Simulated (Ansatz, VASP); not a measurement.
# Cross-check of MgH2 between VASP and Ansatz

Wanted: the spread between two codes on one cell, functional and k mesh. The cell is taken from a series of runs on this material, whose earlier steps may have relaxed, scaled, displaced or heated it; both programs get it as it stands.

Program: Ansatz 0.2.0. Level of theory: plane waves, with VASP 6.6.1 beside it; dielectric response at PBE. Results are calculated unless marked as measured.

### Step 1. The structure

Symmetry: P4_2/mnm, No. 136, tetragonal system. The conventional cell has a = 4.517 Å, b = 4.517 Å, c = 3.021 Å, α = 90.00°, β = 90.00°, γ = 90.00°. Mg has 6 H at 1.95 Å nearest. Nearest to H lie 3 Mg at 1.95 Å. Farther neighbours are not listed.

Coordinates:

```cif
data_structure
_symmetry_space_group_name_H-M 'P4_2/mnm'
_symmetry_Int_Tables_number 136
_cell_length_a 4.5168
_cell_length_b 4.5168
_cell_length_c 3.0205
_cell_angle_alpha 90.000
_cell_angle_beta 90.000
_cell_angle_gamma 90.000
_cell_volume 61.62
loop_
_atom_site_label
_atom_site_type_symbol
_atom_site_symmetry_multiplicity
_atom_site_Wyckoff_symbol
_atom_site_fract_x
_atom_site_fract_y
_atom_site_fract_z
_atom_site_occupancy
Mg1 Mg 2 a 0.00000 0.00000 0.00000 1
H1 H 4 f 0.30600 0.30600 0.00000 1
```

### Step 2. VASP: dielectric response, PBE

The response to a field tests empty states and converges slowly with the mesh.

Lines of VASP's logs that name or quote its potential files are left out, and so is its time.

Input file INCAR:

```
SYSTEM = MgH2
PREC = Accurate
ENCUT = 520
EDIFF = 1E-08
NELM = 120
ISMEAR = 0
SIGMA = 0.01
LREAL = .FALSE.
ALGO = Normal
GGA = PE
NBANDS = 10
LORBIT = 11
LWAVE = .FALSE.
LCHARG = .FALSE.
ISIF = 2
LEPSILON = .TRUE.
LASPH = .TRUE.
GGA_COMPAT = .FALSE.
KPAR = 2
```

Input file POSCAR:

```
MgH2
1.0
    4.5168000000      0.0000000000      0.0000000000
    0.0000000000      4.5168000000      0.0000000000
    0.0000000000      0.0000000000      3.0205000000
Mg H
2 4
Direct
    0.0000000000      0.0000000000      0.0000000000
    0.5000000000      0.5000000000      0.5000000000
    0.3060000000      0.3060000000      0.0000000000
    0.1940000000      0.8060000000      0.5000000000
    0.6940000000      0.6940000000      0.0000000000
    0.8060000000      0.1940000000      0.5000000000
```

Input file KPOINTS:

```
Automatic mesh
0
Gamma
6 6 8
0 0 0
```

PAW data sets: Mg and H (PBE family, release 64).

Command:

```bash
$ mpirun -np 2 vasp_std
```

Numbers of over 12 decimals in the logs are rounded to 6 here.

What it wrote:

```text
[banner, memory and clock lines left out]
running    2 mpi-ranks, on    1 nodes
 distrk:  each k-point on    1 cores,    2 groups
 distr:  one band on    1 cores,    1 groups

 POSCAR found type information on POSCAR MgH
 POSCAR found :  2 types and       6 ions
 LDA part: xc-table for (Slater+PW92), standard interpolation
 POSCAR, INCAR and KPOINTS ok, starting setup
 FFT: planning ... GRIDC
 FFT: planning ... GRID_SOFT
 FFT: planning ... GRID
 WAVECAR not read
 entering main loop
       N       E                     dE             d eps       ncg     rms          rms(c)
DAV:   1    -0.802090452901E+00   -0.80209E+00   -0.30732E+03  1000   0.604E+02
DAV:   2    -0.180625322239E+02   -0.17260E+02   -0.16512E+02  1192   0.766E+01
DAV:   3    -0.188996311550E+02   -0.83710E+00   -0.83603E+00  1302   0.183E+01
DAV:   4    -0.189026988689E+02   -0.30677E-02   -0.30676E-02  1146   0.117E+00
DAV:   5    -0.189027257102E+02   -0.26841E-04   -0.26841E-04  1208   0.113E-01    0.653E+00
DAV:   6    -0.179688924207E+02    0.93383E+00   -0.66151E-01  1082   0.412E+00    0.336E+00
DAV:   7    -0.176427400987E+02    0.32615E+00   -0.92707E-01  1078   0.527E+00    0.503E-01
DAV:   8    -0.176522332890E+02   -0.94932E-02   -0.23235E-02  1052   0.975E-01    0.118E-01
DAV:   9    -0.176519089849E+02    0.32430E-03   -0.10132E-03  1172   0.185E-01    0.208E-02
DAV:  10    -0.176519344279E+02   -0.25443E-04   -0.62447E-05  1082   0.534E-02    0.152E-02
DAV:  11    -0.176519309990E+02    0.34289E-05   -0.12017E-05  1144   0.152E-02    0.193E-03
DAV:  12    -0.176519310252E+02   -0.26142E-07   -0.34320E-07  1070   0.417E-03    0.159E-04
DAV:  13    -0.176519310293E+02   -0.40990E-08   -0.90627E-09  1064   0.658E-04
   1 F= -.17651931E+02 E0= -.17651931E+02  d E =-.147987E-11
 Linear response reoptimize wavefunctions to high precision
DAV:   1    -0.176519310323E+02   -0.30537E-08   -0.11837E-09  1062   0.207E-04
DAV:   2    -0.176519310323E+02    0.45759E-11   -0.22538E-11   578   0.345E-05
 Linear response G [H, r] |phi>, progress :
  Direction:   1
       N       E                     dE             d eps       ncg     rms
RMM:   1    -0.467603985177E+02   -0.46760E+02   -0.13095E+02  2289   0.315E+01
RMM:   2    -0.265035182874E+02    0.20257E+02   -0.21581E+00  1638   0.761E+00
RMM:   3    -0.265074286821E+02   -0.39104E-02   -0.79889E-03  1702   0.483E-01
RMM:   4    -0.265074552447E+02   -0.26563E-04   -0.63713E-05  1773   0.472E-02
RMM:   5    -0.265074558511E+02   -0.60633E-06   -0.22111E-06  1752   0.672E-03
RMM:   6    -0.265074558603E+02   -0.92530E-08   -0.96111E-07  1808   0.136E-03
RMM:   7    -0.265074558614E+02   -0.11185E-08   -0.94936E-07  1615   0.529E-04
RMM:   8    -0.265074558619E+02   -0.45728E-09   -0.94515E-07  1307   0.405E-04
RMM:   9    -0.265074558774E+02   -0.15555E-07   -0.10919E-06  1170   0.397E-04
RMM:  10    -0.265074558831E+02   -0.56183E-08   -0.11685E-06  1089   0.395E-04
RMM:  11    -0.265074558832E+02   -0.10084E-09   -0.12774E-06   963   0.394E-04
 Linear response G [H, r] |phi>, progress :
  Direction:   2
       N       E                     dE             d eps       ncg     rms
RMM:   1    -0.349357441724E+02   -0.34936E+02    0.14656E+00  2167   0.288E+01
RMM:   2    -0.333408556461E+02    0.15949E+01   -0.83109E-01  1608   0.578E+00
RMM:   3    -0.333413843551E+02   -0.52871E-03   -0.34007E-03  1665   0.361E-01
RMM:   4    -0.333413852613E+02   -0.90619E-06   -0.33102E-05  1716   0.379E-02
RMM:   5    -0.333413855341E+02   -0.27277E-06   -0.27770E-06  1741   0.539E-03
RMM:   6    -0.333413855367E+02   -0.26669E-08   -0.21275E-06  1755   0.114E-03
RMM:   7    -0.333413855371E+02   -0.37089E-09   -0.21242E-06  1580   0.487E-04
RMM:   8    -0.333413855376E+02   -0.52390E-09   -0.21151E-06  1191   0.397E-04
RMM:   9    -0.333413855323E+02    0.53536E-08   -0.20568E-06  1071   0.395E-04
RMM:  10    -0.333413855303E+02    0.19208E-08   -0.19912E-06   979   0.393E-04
RMM:  11    -0.333413855310E+02   -0.62311E-09   -0.22768E-06   914   0.392E-04
 Linear response G [H, r] |phi>, progress :
  Direction:   3
       N       E                     dE             d eps       ncg     rms
RMM:   1    -0.367451678921E+02   -0.36745E+02   -0.51506E+01  1960   0.264E+01
RMM:   2    -0.299671835102E+02    0.67780E+01   -0.11761E+00  1588   0.461E+00
RMM:   3    -0.299508972310E+02    0.16286E-01   -0.18688E-02  1637   0.320E-01
RMM:   4    -0.299496737075E+02    0.12235E-02    0.31985E-04  1686   0.305E-02
RMM:   5    -0.299497045845E+02   -0.30877E-04    0.67946E-05  1695   0.411E-03
RMM:   6    -0.299497116253E+02   -0.70408E-05   -0.18166E-06  1673   0.692E-04
RMM:   7    -0.299497115131E+02    0.11225E-06   -0.63102E-07  1389   0.212E-04
RMM:   8    -0.299497115678E+02   -0.54717E-07   -0.10016E-06  1085   0.147E-04
RMM:   9    -0.299497115810E+02   -0.13214E-07   -0.13492E-06   935   0.145E-04
RMM:  10    -0.299497115627E+02    0.18332E-07   -0.11543E-06   906   0.145E-04
RMM:  11    -0.299497115069E+02    0.55791E-07   -0.61147E-07   793   0.145E-04
 Linear response to external field (no local field effect), progress :
  Direction:   1
       N       E                     dE             d eps       ncg     rms          rms(c)
RMM:   1    -0.411990761773E+00   -0.41199E+00   -0.67402E-01  2116   0.263E+00
RMM:   2    -0.414722333055E+00   -0.27316E-02   -0.18106E-03  1604   0.289E-01
RMM:   3    -0.414731839312E+00   -0.95063E-05   -0.87079E-06  1623   0.196E-02
RMM:   4    -0.414731896574E+00   -0.57262E-07   -0.80611E-08  1669   0.214E-03
RMM:   5    -0.414731897380E+00   -0.80552E-09    0.18305E-08  1635   0.324E-04
 change of polarisation eV/A/(eV/A) component  1 :     0.829     0.052    -0.073
 dielectric tensor                  component  1 :     3.436     0.152    -0.214
 Linear response to external field (no local field effect), progress :
  Direction:   2
       N       E                     dE             d eps       ncg     rms          rms(c)
RMM:   1    -0.596364402927E+00   -0.59636E+00   -0.91640E-01  2100   0.269E+00
RMM:   2    -0.598899293945E+00   -0.25349E-02   -0.17625E-03  1622   0.290E-01
RMM:   3    -0.598908461377E+00   -0.91674E-05   -0.84403E-06  1634   0.202E-02
RMM:   4    -0.598908514348E+00   -0.52971E-07   -0.14874E-07  1661   0.219E-03
RMM:   5    -0.598908515297E+00   -0.94960E-09   -0.49695E-08  1655   0.328E-04
 change of polarisation eV/A/(eV/A) component  2 :     0.052     1.198    -0.222
 dielectric tensor                  component  2 :     0.152     4.517    -0.651
 Linear response to external field (no local field effect), progress :
  Direction:   3
       N       E                     dE             d eps       ncg     rms          rms(c)
RMM:   1    -0.516832291094E+00   -0.51683E+00   -0.74017E-01  1945   0.266E+00
RMM:   2    -0.518985374933E+00   -0.21531E-02   -0.18950E-03  1594   0.278E-01
RMM:   3    -0.518995216818E+00   -0.98419E-05   -0.85975E-06  1606   0.197E-02
RMM:   4    -0.518995274163E+00   -0.57345E-07   -0.10119E-07  1619   0.202E-03
RMM:   5    -0.518995275128E+00   -0.96489E-09   -0.23897E-09  1511   0.284E-04
 change of polarisation eV/A/(eV/A) component  3 :    -0.073    -0.222     1.038
 dielectric tensor                  component  3 :    -0.214    -0.651     4.048
 Linear response to external field, progress :
  Direction:   1
       N       E                     dE             d eps       ncg     rms          rms(c)
RMM:   1    -0.504177631098E+00   -0.50418E+00   -0.79521E-01  3354   0.266E+00
RMM:   2    -0.506810851972E+00   -0.26332E-02   -0.17872E-03  2565   0.289E-01    0.938E-01
RMM:   3    -0.507942030547E+00   -0.11312E-02   -0.31881E-03  2582   0.400E-01    0.567E-01
RMM:   4    -0.556984196356E+00   -0.49042E-01   -0.76570E-03  2544   0.642E-01    0.558E-02
RMM:   5    -0.561317965460E+00   -0.43338E-02   -0.12398E-04  2601   0.858E-02    0.964E-03
RMM:   6    -0.561817342884E+00   -0.49938E-03   -0.49158E-07  2702   0.144E-02    0.421E-03
RMM:   7    -0.562122386433E+00   -0.30504E-03    0.23738E-06  2619   0.884E-03    0.532E-04
RMM:   8    -0.562124050197E+00   -0.16638E-05   -0.83679E-07  2768   0.124E-03    0.321E-04
RMM:   9    -0.562130019011E+00   -0.59688E-05    0.23634E-07  2740   0.509E-04    0.546E-05
RMM:  10    -0.562129309127E+00    0.70988E-06    0.10067E-08  2400   0.124E-04    0.164E-05
RMM:  11    -0.562129427307E+00   -0.11818E-06    0.51713E-09  1353   0.552E-05    0.220E-06
 change of polarisation eV/A/(eV/A) component  1 :     0.991     0.021     0.027
 dielectric tensor                  component  1 :     3.910     0.063     0.078
 Linear response to external field, progress :
  Direction:   2
       N       E                     dE             d eps       ncg     rms          rms(c)
RMM:   1    -0.504177533617E+00   -0.50418E+00   -0.79521E-01  3354   0.266E+00
RMM:   2    -0.506810784549E+00   -0.26333E-02   -0.17860E-03  2565   0.289E-01    0.938E-01
RMM:   3    -0.507941980661E+00   -0.11312E-02   -0.31888E-03  2582   0.400E-01    0.567E-01
RMM:   4    -0.556984603641E+00   -0.49043E-01   -0.76604E-03  2544   0.642E-01    0.558E-02
RMM:   5    -0.561317699618E+00   -0.43331E-02   -0.12352E-04  2601   0.858E-02    0.964E-03
RMM:   6    -0.561817594874E+00   -0.49990E-03   -0.47211E-07  2705   0.144E-02    0.421E-03
RMM:   7    -0.562122495172E+00   -0.30490E-03    0.23283E-06  2617   0.884E-03    0.532E-04
RMM:   8    -0.562124203748E+00   -0.17086E-05   -0.88993E-07  2781   0.124E-03    0.321E-04
RMM:   9    -0.562130154725E+00   -0.59510E-05    0.17706E-07  2737   0.508E-04    0.546E-05
RMM:  10    -0.562129445755E+00    0.70897E-06   -0.29704E-08  2409   0.123E-04    0.164E-05
RMM:  11    -0.562129556879E+00   -0.11112E-06   -0.32298E-08  1369   0.539E-05    0.219E-06
 change of polarisation eV/A/(eV/A) component  2 :     0.021     0.991    -0.146
 dielectric tensor                  component  2 :     0.063     3.910    -0.429
 Linear response to external field, progress :
  Direction:   3
       N       E                     dE             d eps       ncg     rms          rms(c)
RMM:   1    -0.516832291094E+00   -0.51683E+00   -0.74017E-01  1945   0.266E+00
RMM:   2    -0.518985379086E+00   -0.21531E-02   -0.18950E-03  1594   0.278E-01    0.987E-01
RMM:   3    -0.517608589781E+00    0.13768E-02   -0.44119E-03  1601   0.453E-01    0.593E-01
RMM:   4    -0.569917449609E+00   -0.52309E-01   -0.10860E-02  1566   0.720E-01    0.483E-02
RMM:   5    -0.573712615372E+00   -0.37952E-02   -0.13414E-04  1578   0.866E-02    0.557E-03
RMM:   6    -0.574302758839E+00   -0.59014E-03   -0.31485E-06  1630   0.130E-02    0.120E-03
RMM:   7    -0.574340724654E+00   -0.37966E-04   -0.97730E-08  1640   0.254E-03    0.119E-04
RMM:   8    -0.574350570660E+00   -0.98460E-05   -0.23539E-09  1653   0.231E-04    0.331E-05
RMM:   9    -0.574350654132E+00   -0.83472E-07   -0.46523E-10  1387   0.827E-05    0.565E-06
 change of polarisation eV/A/(eV/A) component  3 :    -0.072    -0.219     1.004
 dielectric tensor                  component  3 :    -0.211    -0.643     3.948
 Born effective charges drift removed
```

OUTCAR, selected parts (step 2):

```text
ion  position               nearest neighbor table
   1  0.000  0.000  0.000-   4 1.95   6 1.95   4 1.95   6 1.95   5 1.95   3 1.95   2 3.53   2 3.53
                             2 3.53   2 3.53   2 3.53   2 3.53   2 3.53   2 3.53
   2  0.500  0.500  0.500-   3 1.95   5 1.95   3 1.95   5 1.95   4 1.95   6 1.95   1 3.53   1 3.53
                             1 3.53   1 3.53   1 3.53   1 3.53   1 3.53   1 3.53
   3  0.306  0.306  0.000-   2 1.95   2 1.95   1 1.95
   4  0.194  0.806  0.500-   1 1.95   1 1.95   2 1.95
   5  0.694  0.694  0.000-   2 1.95   2 1.95   1 1.95
   6  0.806  0.194  0.500-   1 1.95   1 1.95   2 1.95

  LATTYP: Found a simple tetragonal cell.
 ALAT       =     4.5168000000
 C/A-ratio  =     0.6687256465

 Subroutine GETGRP returns: Found 16 space group operations
 (whereof  8 operations were pure point group operations)

The static configuration has the point symmetry D_2h.
 The point group associated with its full space group is D_4h.

 Found     50 irreducible k-points:

   k-points           NKPTS =     50   k-points in BZ     NKDIM =     50   number of bands    NBANDS=     10

   dimension x,y,z NGX =    36 NGY =   36 NGZ =   24
   dimension x,y,z NGXF=    72 NGYF=   72 NGZF=   48

   ENCUT  =  520.0 eV  38.22 Ry    6.18 a.u.   8.40  8.40  5.62*2*pi/ulx,y,z

   NELECT =       8.0000    total number of electrons

 k-points in reciprocal lattice and weights: Automatic mesh
   0.00000000  0.00000000  0.00000000       0.003
   0.16666667  0.00000000  0.00000000       0.014
   0.33333333  0.00000000  0.00000000       0.014
   0.50000000  0.00000000  0.00000000       0.007
   0.16666667  0.16666667  0.00000000       0.014
   0.33333333  0.16666667  0.00000000       0.028
   0.50000000  0.16666667  0.00000000       0.014
   0.33333333  0.33333333  0.00000000       0.014
   0.50000000  0.33333333  0.00000000       0.014
[...]
0.50000000  0.33333333  0.50000000       0.014
   0.50000000  0.50000000  0.50000000       0.003

 average (electrostatic) potential at core
       1 -40.1036       2 -40.1036       3 -34.4240       4 -34.4240       5 -34.4240
       6 -34.4240

  Total       -0.1235695     -0.1235695     -0.2108397     -0.0000000      0.0000000      0.0000000
  in kB       -3.2127817     -3.2127817     -5.4817914     -0.0000000      0.0000000      0.0000000
  external PRESSURE =      -3.9691182 kB  Pullay stress =       0.0000000 kB

  energy-cutoff  :      520.00
  volume of cell :       61.62
      direct lattice vectors                 reciprocal lattice vectors
     4.516800000  0.000000000  0.000000000     0.221395678  0.000000000  0.000000000
     0.000000000  4.516800000  0.000000000     0.000000000  0.221395678  0.000000000
     0.000000000  0.000000000  3.020500000     0.000000000  0.000000000  0.331071015

 POSITION                                       TOTAL-FORCE (eV/Angst)
 -----------------------------------------------------------------------------------
      0.00000      0.00000      0.00000        -0.000000      0.000000      0.000000
      2.25840      2.25840      1.51025        -0.000000      0.000000      0.000000
      1.38214      1.38214      0.00000        -0.041671     -0.041671      0.000000
      0.87626      3.64054      1.51025         0.041671     -0.041671      0.000000
      3.13466      3.13466      0.00000         0.041671      0.041671     -0.000000
      3.64054      0.87626      1.51025        -0.041671      0.041671     -0.000000
 -----------------------------------------------------------------------------------
    total drift:                                0.000000      0.000000     -0.000000

 MACROSCOPIC STATIC DIELECTRIC TENSOR (including local field effects in DFT)
 ------------------------------------------------------
           3.910071     0.000000     0.000000
           0.000000     3.910071     0.000000
           0.000000     0.000000     3.948488
 ------------------------------------------------------

 PIEZOELECTRIC TENSOR (including local field effects)  for field in x, y, z        (C/m^2)
          XX          YY          ZZ          XY          YZ          ZX
  --------------------------------------------------------------------------------
  x     0.00000     0.00000     0.00000     0.00000     0.00000     0.00000
  y     0.00000     0.00000     0.00000     0.00000     0.00000     0.00000
  z     0.00000     0.00000     0.00000     0.00000     0.00000     0.00000

 BORN EFFECTIVE CHARGES (including local field effects) (in |e|, cummulative output)
 ---------------------------------------------------------------------------------
 ion    1
    1     1.86907     0.13396     0.00000
    2     0.13396     1.86907     0.00000
    3     0.00000     0.00000     1.96190
 ion    2
    1     1.86907    -0.13396     0.00000
    2    -0.13396     1.86907     0.00000
    3     0.00000     0.00000     1.96190
 ion    3
    1    -0.93453    -0.22041     0.00000
    2    -0.22041    -0.93453     0.00000
    3     0.00000     0.00000    -0.98095
 ion    4
    1    -0.93453     0.22041     0.00000
    2     0.22041    -0.93453     0.00000
    3     0.00000     0.00000    -0.98095
 ion    5
    1    -0.93453    -0.22041     0.00000
    2    -0.22041    -0.93453     0.00000
    3     0.00000     0.00000    -0.98095
 ion    6
    1    -0.93453     0.22041     0.00000
    2     0.22041    -0.93453     0.00000
    3     0.00000     0.00000    -0.98095
```

(Continued in part 2 of 2.)

[Lines on the potential files, build, host, timing and source positions are cut from VASP's logs without a mark.]

[Logs are printed without paths, hosts, clocks, repeated set-up lines and the standing remarks that a program may print on its own settings, such as how far it seeks lower states.]

[Hosts, paths, dates, database ids (printed as entryN), source tags and the programs' standing remarks are cut or masked in the printed files.]
